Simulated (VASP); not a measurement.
# Lattice of Si2Ni across functionals and dispersion corrections, part 5 of 6

Which functional gives the lattice of Si2Ni as experiment finds it, and is a dearer one worth its cost? The start is a cell from a database of measured crystal structures.

VASP 6.6.1, plane waves and PAW; the level of theory is named at each step.

Still holding for the runs below: This run allows spin, but its moments start at zero, where symmetry between the spins tends to hold them, although Ni can carry a moment. The k-mesh is coarse for a metal.

So far. Step 6 (Relaxation with LDA): It ends with forces that vanish by symmetry and a pressure of -0.03 GPa. The volume lies -2.5 % from that of the database's start, which holds the thermal and zero-point expansion of its experiment. The conventional cell has a = 5.361 Å. Step 7 (Relaxation with PBEsol): It ends at 13.04 Å³/atom, -1.0 % from the start, with 0.06 GPa left. The conventional cell has a = 5.388 Å.

## Step 8: Relaxation with PBE

This step: PBE, zero-moment start; plane waves and PAW (Si, Ni) (VASP 6.6.1).

PBE, the usual starting point, adds the gradient of the density.

INCAR

```
SYSTEM = Si2Ni
PREC = Accurate
ENCUT = 520
EDIFF = 1E-06
NELM = 100
ISMEAR = -1
SIGMA = 0.05
LREAL = .FALSE.
ALGO = Normal
GGA = PE
NBANDS = 16
ISPIN = 2
MAGMOM = -0 -0 0
LASPH = .TRUE.
LMAXMIX = 4
LORBIT = 11
LWAVE = .FALSE.
LCHARG = .FALSE.
KPAR = 8
IBRION = 2
NSW = 60
ISIF = 3
EDIFFG = -0.01
```

POSCAR

```
Si2Ni
1.0
    0.0000000000      2.7030000000      2.7030000000
    2.7030000000      0.0000000000      2.7030000000
    2.7030000000      2.7030000000      0.0000000000
Si Ni
2 1
Direct
    0.2500000000      0.2500000000      0.2500000000
    0.7500000000      0.7500000000      0.7500000000
    0.0000000000      0.0000000000      0.0000000000
```

KPOINTS

```
Automatic mesh
0
Gamma
7 7 7
0 0 0
```

PAW data sets: Si and Ni (PBE family, release 64).

Command:

```
> mpirun -np 8 vasp_std
```

What it wrote:

```text
[banner, memory and clock lines left out]
running    8 mpi-ranks, on    1 nodes
[...]
[... a notice as in an earlier step ...]

 LDA part: xc-table for (Slater+PW92), standard interpolation
 POSCAR, INCAR and KPOINTS ok, starting setup
[...]
entering main loop
       N       E                     dE             d eps       ncg     rms          rms(c)
DAV:   1     0.638952086885E+02    0.63895E+02   -0.77015E+03  1296   0.114E+03
DAV:   2    -0.160594883284E+02   -0.79955E+02   -0.72774E+02  1432   0.212E+02
DAV:   3    -0.193465722711E+02   -0.32871E+01   -0.32314E+01  1664   0.467E+01
DAV:   4    -0.193970902202E+02   -0.50518E-01   -0.50499E-01  1496   0.566E+00
[...]
DAV:  12    -0.173784896198E+02   -0.28583E-04   -0.61973E-05  1640   0.634E-02    0.215E-02
DAV:  13    -0.173784927999E+02   -0.31801E-05   -0.57194E-06  1488   0.352E-02    0.103E-02
DAV:  14    -0.173784931777E+02   -0.37785E-06   -0.52631E-06  1408   0.356E-02
   1 F= -.17378493E+02 E0= -.17375037E+02  d E =-.173785E+02  mag=    -0.0000
[...]
DAV:   8    -0.173812598564E+02   -0.89573E-07   -0.13278E-06   888   0.119E-02
   2 F= -.17381260E+02 E0= -.17377588E+02  d E =-.276668E-02  mag=    -0.0000
 trial-energy change:   -0.002767  1 .order   -0.002454   -0.023895    0.018987
 step:   0.5680(harm=  0.5572)  dis= 0.00000  next Energy=   -17.385336 (dE=-0.684E-02)
[...]
N       E                     dE             d eps       ncg     rms          rms(c)
DAV:   1    -0.174465638000E+02   -0.65304E-01   -0.45623E-01  1312   0.132E+01    0.238E+00
DAV:   2    -0.175800228038E+02   -0.13346E+00   -0.10049E+00  1424   0.251E+01    0.386E+00
DAV:   3    -0.173864413575E+02    0.19358E+00   -0.44017E-01  1424   0.177E+01    0.329E-01
DAV:   4    -0.173858471868E+02    0.59417E-03   -0.12043E-02  1296   0.595E-01    0.208E-01
DAV:   5    -0.173853748838E+02    0.47230E-03   -0.66628E-04  1776   0.615E-01    0.431E-02
DAV:   6    -0.173853809780E+02   -0.60942E-05   -0.86491E-05  1760   0.849E-02    0.184E-02
DAV:   7    -0.173853824209E+02   -0.14429E-05   -0.51438E-06  1496   0.206E-02    0.455E-03
DAV:   8    -0.173853820160E+02    0.40483E-06   -0.12013E-07   712   0.523E-03
   3 F= -.17385382E+02 E0= -.17381844E+02  d E =-.688884E-02  mag=     0.0000
[...]
reached required accuracy - stopping structural energy minimisation
```

It took 20 s on 8 MPI ranks of AMD EPYC 7R43, shared host; peak memory 1.4 GiB; 2.5 min of CPU time.

From OUTCAR (step 8):

```text
  Total       -0.0011598     -0.0011598     -0.0011598      0.0000000      0.0000000     -0.0000000
  in kB       -0.0461493     -0.0461493     -0.0461493      0.0000000      0.0000000     -0.0000000
  external PRESSURE =      -0.0461493 kB  Pullay stress =       0.0000000 kB

 POSITION                                       TOTAL-FORCE (eV/Angst)
 -----------------------------------------------------------------------------------
      1.36019      1.36019      1.36019         0.000000      0.000000      0.000000
      4.08056      4.08056      4.08056        -0.000000     -0.000000     -0.000000
      0.00000      0.00000      0.00000        -0.000000     -0.000000      0.000000
 -----------------------------------------------------------------------------------
    total drift:                               -0.000000     -0.000000      0.000000

  FREE ENERGIE OF THE ION-ELECTRON SYSTEM (eV)
  ---------------------------------------------------
  free  energy   TOTEN  =       -17.3853820160 eV

  energy  without entropy=      -17.3783059662  energy(sigma->0) =      -17.38184399

 magnetization (x)
# of ion       s       p       d       tot
------------------------------------------
    1        0.000   0.000   0.000   0.000
    2        0.000   0.000   0.000   0.000
    3       -0.000  -0.000  -0.000  -0.000
--------------------------------------------------
tot          0.000  -0.000  -0.000  -0.000

[... 2 parts as in an earlier step ...]

[... 2 further parts left out ...]
[key lines of the parts left out:]
E-fermi :  10.0747
```

The steps of the relaxation:

```csv
step,energy less that of the first step (eV),largest force (eV/Å),pressure (GPa),volume (Å³)
1,0.0000,0.0000,2.85,39.50
2,-0.0028,0.0000,-2.19,40.85
3,-0.0069,0.0000,0.00,40.26
```

```csv
"conventional cell, symmetrised",before,after,change
a (Å),5.406,5.441,+0.6 %
b (Å),5.406,5.441,+0.6 %
c (Å),5.406,5.441,+0.6 %
volume (Å³/atom),13.17,13.42,+1.9 %
```

Final coordinates:

```cif
data_structure
_symmetry_space_group_name_H-M 'P 1'
_symmetry_Int_Tables_number 1
_cell_length_a 3.8472
_cell_length_b 3.8472
_cell_length_c 3.8472
_cell_angle_alpha 60.000
_cell_angle_beta 60.000
_cell_angle_gamma 60.000
_cell_volume 40.26
loop_
_atom_site_label
_atom_site_type_symbol
_atom_site_fract_x
_atom_site_fract_y
_atom_site_fract_z
_atom_site_occupancy
Si1 Si 0.25000 0.25000 0.25000 1
Si2 Si 0.75000 0.75000 0.75000 1
Ni3 Ni 0.00000 0.00000 0.00000 1
```

It ends at 13.42 Å³/atom, +1.9 % from the start, with 0.00 GPa left. The conventional cell has a = 5.441 Å.

## Step 9: Relaxation with r2SCAN

This step: r2SCAN, zero-moment start; plane waves and PAW (Si, Ni) (VASP 6.6.1).

r2SCAN adds the kinetic-energy density, costs more than a GGA and is run with LASPH.

INCAR, as its differences from that of step 8:

```diff
@@ -9,3 +9,4 @@
 ALGO = Normal
-GGA = PE
+METAGGA = R2SCAN
+LASPH = .TRUE.
 NBANDS = 16
@@ -13,3 +14,2 @@
 MAGMOM = -0 -0 0
-LASPH = .TRUE.
 LMAXMIX = 4
```

POSCAR is that of step 8.

KPOINTS is that of step 8.

Command:

```
> mpirun -np 8 vasp_std
```

What it wrote:

```text
[banner, memory and clock lines left out]
running    8 mpi-ranks, on    1 nodes
[...]
[... a notice as in an earlier step ...]

 [... a notice as in an earlier step ...]

 LDA part: xc-table for (None), standard interpolation
 POSCAR, INCAR and KPOINTS ok, starting setup
[...]
entering main loop
       N       E                     dE             d eps       ncg     rms          rms(c)
DAV:   1     0.514307544732E+02    0.51431E+02   -0.79639E+03  1296   0.118E+03
DAV:   2    -0.310925806306E+02   -0.82523E+02   -0.75209E+02  1440   0.220E+02
DAV:   3    -0.345009328785E+02   -0.34084E+01   -0.33535E+01  1656   0.493E+01
DAV:   4    -0.345509032748E+02   -0.49970E-01   -0.49954E-01  1496   0.575E+00
[...]
DAV:  12    -0.305515930075E+02    0.21507E-05   -0.55254E-05  1984   0.807E-02    0.189E-02
DAV:  13    -0.305515898188E+02    0.31887E-05   -0.48957E-06  1664   0.424E-02    0.596E-03
DAV:  14    -0.305515892775E+02    0.54134E-06   -0.84727E-07   800   0.211E-02
[...]
DAV:   8    -0.305511364575E+02    0.48154E-06   -0.25745E-06  1144   0.319E-02
   2 F= -.30551136E+02 E0= -.30547668E+02  d E =0.452820E-03  mag=    -0.0000
 trial-energy change:    0.000453  1 .order    0.000515   -0.012096    0.013126
 step:   0.4833(harm=  0.4796)  dis= 0.00000  next Energy=   -30.554519 (dE=-0.293E-02)
[...]
N       E                     dE             d eps       ncg     rms          rms(c)
DAV:   1    -0.305954059970E+02   -0.44269E-01   -0.32964E-01  1312   0.117E+01    0.190E+00
DAV:   2    -0.306537694182E+02   -0.58363E-01   -0.54723E-01  1488   0.197E+01    0.264E+00
DAV:   3    -0.305548267439E+02    0.98943E-01   -0.24310E-01  1424   0.126E+01    0.355E-01
DAV:   4    -0.305544270936E+02    0.39965E-03   -0.47132E-03  1488   0.789E-01    0.826E-02
DAV:   5    -0.305543809503E+02    0.46143E-04   -0.26773E-04  1952   0.262E-01    0.364E-02
DAV:   6    -0.305543877677E+02   -0.68173E-05   -0.15904E-05  1424   0.315E-02    0.196E-02
DAV:   7    -0.305543923817E+02   -0.46140E-05   -0.12371E-06  1048   0.114E-02    0.335E-03
DAV:   8    -0.305543930793E+02   -0.69763E-06   -0.41983E-07   656   0.819E-03
   3 F= -.30554393E+02 E0= -.30550954E+02  d E =-.280380E-02  mag=     0.0000
[...]
reached required accuracy - stopping structural energy minimisation
```

It took 60 s on 8 MPI ranks; peak memory 1.5 GiB; 7.9 min of CPU time.

From OUTCAR (step 9):

```text
  Total        0.0017577      0.0017577      0.0017577      0.0000000     -0.0000000      0.0000000
  in kB        0.0721389      0.0721389      0.0721389      0.0000000     -0.0000000      0.0000000
  external PRESSURE =       0.0721389 kB  Pullay stress =       0.0000000 kB

 POSITION                                       TOTAL-FORCE (eV/Angst)
 -----------------------------------------------------------------------------------
      1.34624      1.34624      1.34624        -0.000000     -0.000000      0.000000
      4.03872      4.03872      4.03872         0.000000      0.000000     -0.000000
      0.00000      0.00000      0.00000        -0.000000      0.000000     -0.000000
 -----------------------------------------------------------------------------------
    total drift:                               -0.000000     -0.000000      0.000000

  FREE ENERGIE OF THE ION-ELECTRON SYSTEM (eV)
  ---------------------------------------------------
  free  energy   TOTEN  =       -30.5543930793 eV

  energy  without entropy=      -30.5475157719  energy(sigma->0) =      -30.55095443

 magnetization (x)
# of ion       s       p       d       tot
------------------------------------------
    1       -0.000  -0.000   0.000  -0.000
    2       -0.000  -0.000   0.000  -0.000
    3        0.000  -0.000   0.000   0.000
--------------------------------------------------
tot         -0.000  -0.000   0.000  -0.000

[... 2 parts as in an earlier step ...]

[... 2 further parts left out ...]
[key lines of the parts left out:]
E-fermi :  10.6556
```

Step by step:

```csv
step,energy less that of the first step (eV),largest force (eV/Å),pressure (GPa),volume (Å³)
1,0.0000,0.0000,-2.03,39.50
2,0.0005,0.0000,2.26,38.55
3,-0.0028,0.0000,0.01,39.04
```

```csv
"conventional cell, symmetrised",before,after,change
a (Å),5.406,5.385,-0.4 %
b (Å),5.406,5.385,-0.4 %
c (Å),5.406,5.385,-0.4 %
volume (Å³/atom),13.17,13.01,-1.2 %
```

Final coordinates:

```xyz
3
Lattice="0.0000 2.6925 2.6925 2.6925 0.0000 2.6925 2.6925 2.6925 0.0000" Properties=species:S:1:pos:R:3 pbc="T T T"
Si    1.3462    1.3462    1.3462
Si    4.0387    4.0387    4.0387
Ni    0.0000    0.0000    0.0000
```

It ends at 13.01 Å³/atom, -1.2 % from the start, with 0.01 GPa left. The conventional cell has a = 5.385 Å.

## Step 10: Relaxation with PBE + D3(BJ)

This step: PBE with D3(BJ), zero-moment start; plane waves and PAW (Si, Ni) (VASP 6.6.1).

A dispersion term adds the long-range attraction that semilocal functionals lack. D3 with Becke-Johnson damping keeps a finite attraction at short range.

INCAR, as its differences from that of step 9:

```diff
@@ -9,4 +9,4 @@
 ALGO = Normal
-METAGGA = R2SCAN
-LASPH = .TRUE.
+GGA = PE
+IVDW = 12
 NBANDS = 16
@@ -14,2 +14,3 @@
 MAGMOM = -0 -0 0
+LASPH = .TRUE.
 LMAXMIX = 4
```

POSCAR is that of step 9.

KPOINTS is that of step 9.

Command:

```
> mpirun -np 8 vasp_std
```

What it wrote:

```text
[... set-up lines as in an earlier step ...]
 entering main loop
       N       E                     dE             d eps       ncg     rms          rms(c)
[... 14 cycles as in an earlier step ...]
   1 F= -.18713832E+02 E0= -.18710376E+02  d E =-.187138E+02  mag=    -0.0000
[...]
N       E                     dE             d eps       ncg     rms          rms(c)
DAV:   1    -0.176214853824E+02   -0.24299E+00   -0.21330E+00  1328   0.290E+01    0.522E+00
DAV:   2    -0.181992392325E+02   -0.57775E+00   -0.47913E+00  1408   0.543E+01    0.793E+00
DAV:   3    -0.173360491175E+02    0.86319E+00   -0.18144E+00  1536   0.378E+01    0.584E-01
DAV:   4    -0.173381256203E+02   -0.20765E-02   -0.85316E-02  1536   0.224E+00    0.612E-01
DAV:   5    -0.173343225311E+02    0.38031E-02   -0.82510E-03  1584   0.203E+00    0.107E-01
DAV:   6    -0.173343257177E+02   -0.31866E-05   -0.54122E-04  1608   0.272E-01    0.598E-02
DAV:   7    -0.173343361764E+02   -0.10459E-04   -0.43037E-05  1544   0.719E-02    0.905E-03
DAV:   8    -0.173343354051E+02    0.77128E-06   -0.16335E-06  1272   0.984E-03
   2 F= -.18713722E+02 E0= -.18710206E+02  d E =0.109901E-03  mag=    -0.0000
 trial-energy change:    0.000110  1 .order    0.000252   -0.020775    0.021280
 step:   0.4991(harm=  0.4940)  dis= 0.00000  next Energy=   -18.719033 (dE=-0.520E-02)
[...]
N       E                     dE             d eps       ncg     rms          rms(c)
DAV:   1    -0.174313287120E+02   -0.96993E-01   -0.54340E-01  1312   0.148E+01    0.248E+00
DAV:   2    -0.175544537162E+02   -0.12313E+00   -0.10266E+00  1520   0.264E+01    0.373E+00
DAV:   3    -0.173641360162E+02    0.19032E+00   -0.49151E-01  1424   0.173E+01    0.492E-01
DAV:   4    -0.173618780898E+02    0.22579E-02   -0.93171E-03  1520   0.122E+00    0.120E-01
DAV:   5    -0.173617654886E+02    0.11260E-03   -0.41978E-04  2032   0.248E-01    0.469E-02
DAV:   6    -0.173617559626E+02    0.95260E-05   -0.18790E-05  1848   0.577E-02    0.133E-02
DAV:   7    -0.173617572659E+02   -0.13032E-05   -0.22603E-06  1088   0.130E-02    0.486E-03
DAV:   8    -0.173617575899E+02   -0.32401E-06   -0.15776E-07   696   0.548E-03
   3 F= -.18718831E+02 E0= -.18715376E+02  d E =-.499971E-02  mag=    -0.0000
[...]
reached required accuracy - stopping structural energy minimisation
```

Run time: 22 s. Hardware: 8 MPI ranks; peak memory 1.5 GiB; 2.8 min of CPU time.

OUTCAR, selected parts (step 10):

```text
 Edisp (eV)   -1.37939

 Edisp (eV)   -1.35707

  Total      -0.00021    -0.00021    -0.00021    -0.00000    -0.00000    -0.00000
  in kB      -0.00875    -0.00875    -0.00875    -0.00000    -0.00000    -0.00000
  external pressure =       -0.01 kB  Pullay stress =        0.00 kB

 POSITION                                       TOTAL-FORCE (eV/Angst)
 -----------------------------------------------------------------------------------
      1.34438      1.34438      1.34438         0.000000      0.000000      0.000000
      4.03315      4.03315      4.03315        -0.000000     -0.000000     -0.000000
      0.00000      0.00000      0.00000         0.000000      0.000000     -0.000000
 -----------------------------------------------------------------------------------
    total drift:                               -0.000000     -0.000000      0.000000

  FREE ENERGIE OF THE ION-ELECTRON SYSTEM (eV)
  ---------------------------------------------------
  free  energy   TOTEN  =       -18.7188313350 eV

  energy  without entropy=      -18.7119208924  energy(sigma->0) =      -18.71537611

 magnetization (x)
# of ion       s       p       d       tot
------------------------------------------
    1       -0.000  -0.000   0.000  -0.000
    2       -0.000  -0.000   0.000  -0.000
    3        0.000   0.000   0.000   0.000
--------------------------------------------------
tot         -0.000  -0.000   0.000  -0.000

[... 2 parts as in an earlier step ...]

[... 2 further parts left out ...]
[key lines of the parts left out:]
E-fermi :  10.6468
```

Dispersion corrections of this kind ignore metallic screening and tend to overbind metals.

It ends at 12.96 Å³/atom, -1.6 % from the start, with 0.00 GPa left. The conventional cell has a = 5.378 Å. Against plain PBE, the dispersion term moves a by -1.2 %.

## Step 11: Relaxation with r2SCAN + rVV10

This step: r2SCAN with rVV10, zero-moment start; plane waves and PAW (Si, Ni) (VASP 6.6.1).

LUSE_VDW switches on a nonlocal correlation term for dispersion.

INCAR, as its differences from that of step 10:

```diff
@@ -9,4 +9,8 @@
 ALGO = Normal
-GGA = PE
-IVDW = 12
+METAGGA = R2SCAN
+LUSE_VDW = .TRUE.
+IVDW_NL = 2
+BPARAM = 11.95
+CPARAM = 0.0093
+LASPH = .TRUE.
 NBANDS = 16
@@ -14,3 +18,2 @@
 MAGMOM = -0 -0 0
-LASPH = .TRUE.
 LMAXMIX = 4
```

POSCAR is that of step 10.

KPOINTS is that of step 10.

Command:

```
> mpirun -np 8 vasp_std
```

What it wrote:

```text
[banner, memory and clock lines left out]
running    8 mpi-ranks, on    1 nodes
[...]
[... a notice as in an earlier step ...]

|                                                                             |
|               ----> ADVICE to this user running VASP <----                  |
|                                                                             |
|     You have switched on vdW-DFT.                                           |
|     This routine was written and supplied by Jiri Klimes. We recommend      |
|     that you carefully read and cite the following publications:            |
|       J. Klimes, D.R. Bowler, A. Michelides                                 |
|          J. Phys.: Cond Matt. 22 022201 (2010)                              |
|       J. Klimes, D.R. Bowler, A. Michelides                                 |
|          Phys. Rev. B. 83, 195131 (2011)                                    |
|     and references therein.                                                 |
[...]
Total rVV10 correction in eV:      0.3403586    21.9537975
Total rVV10 correction in eV:      0.3403586    21.9537975
Total rVV10 correction in eV:      0.3403586    21.9537975
DAV:   8    -0.302133685874E+02   -0.78000E-06   -0.43583E-07   656   0.829E-03
Total rVV10 correction in eV:      0.3403582    21.9537975
Total rVV10 correction in eV:      0.3403582    21.9537975
Total rVV10 correction in eV:      0.3403582    21.9537975
Total rVV10 correction in eV:      0.3403582    21.9537975
Total rVV10 correction in eV:      0.3403582    21.9537975
Total rVV10 correction in eV:      0.3403582    21.9537975
Total rVV10 correction in eV:      0.3403582    21.9537975
Total rVV10 correction in eV:      0.3403582    21.9537975
Total rVV10 correction in eV:      0.3403588    21.9537975
Total rVV10 correction in eV:      0.3403588    21.9537975
Total rVV10 correction in eV:      0.3403588    21.9537975
Total rVV10 correction in eV:      0.3403588    21.9537975
Total rVV10 correction in eV:      0.3403588    21.9537975
Total rVV10 correction in eV:      0.3403588    21.9537975
Total rVV10 correction in eV:      0.3403588    21.9537975
Total rVV10 correction in eV:      0.3403588    21.9537975
   3 F= -.30213369E+02 E0= -.30209917E+02  d E =-.543619E-02  mag=     0.0000
[...]
reached required accuracy - stopping structural energy minimisation
```

Run time: 2.3 min. Hardware: 8 MPI ranks; peak memory 2.2 GiB; 18 min of CPU time.

OUTCAR, selected parts (step 11):

```text
  Total        0.0002641      0.0002641      0.0002641     -0.0000000     -0.0000000      0.0000000
  in kB        0.0108896      0.0108896      0.0108896     -0.0000000     -0.0000000      0.0000000
  external PRESSURE =       0.0108896 kB  Pullay stress =       0.0000000 kB

 POSITION                                       TOTAL-FORCE (eV/Angst)
 -----------------------------------------------------------------------------------
      1.34421      1.34421      1.34421        -0.000000      0.000000     -0.000000
      4.03264      4.03264      4.03264         0.000000     -0.000000      0.000000
      0.00000      0.00000      0.00000         0.000000      0.000000     -0.000000
 -----------------------------------------------------------------------------------
    total drift:                               -0.000000     -0.000000      0.000000

  FREE ENERGIE OF THE ION-ELECTRON SYSTEM (eV)
  ---------------------------------------------------
  free  energy   TOTEN  =       -30.2133685874 eV

  energy  without entropy=      -30.2064644953  energy(sigma->0) =      -30.20991654

 magnetization (x)
# of ion       s       p       d       tot
------------------------------------------
    1        0.000   0.000   0.000   0.000
    2        0.000   0.000   0.000   0.000
    3        0.000  -0.000  -0.000  -0.000
--------------------------------------------------
tot          0.000   0.000  -0.000   0.000

[... 2 parts as in an earlier step ...]

[... 2 further parts left out ...]
[key lines of the parts left out:]
E-fermi :  10.7244
```

It ends at 12.95 Å³/atom, -1.6 % from the start, with 0.00 GPa left. The conventional cell has a = 5.377 Å. Against plain r2SCAN, the dispersion term moves a by -0.2 %.

(Continued in part 6 of 6.)

[Lines on the potential files, build, host, timing and source positions are cut from VASP's logs without a mark.]

[Logs are printed without paths, hosts, clocks, repeated set-up lines and the standing remarks that a program may print on its own settings, such as how far it seeks lower states.]

[Hosts, paths, dates, database ids (printed as entryN), source tags and the programs' standing remarks are cut or masked in the printed files.]

[A measured line is paired with the nearest computed mode of its activity, which favours agreement.]
